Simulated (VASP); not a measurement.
Take SiO$_{2}$ (rutile), without spin-orbit terms, in VASP with PAW potentials, and its band gap.

One run gives 5.02 eV. Which level is it?
(A) SCAN (own cell)
(B) r2SCAN (own cell)
(C) LDA (own cell)
(D) PBE (own cell)

D, PBE (own cell).  The others give 6.48 (r2SCAN (own cell)), 6.48 (SCAN (own cell)), 5.76 (LDA (own cell)).

Only levels that ran to the end are used. Left out are those held back, those with too coarse a band path, GW runs whose mesh misses a band edge, hybrids' fits of cells that aren't cubic and levels without matching references; a question may draw on a part of the rest.

The compound is SiO2 in the rutile structure, stishovite, a high-pressure form.
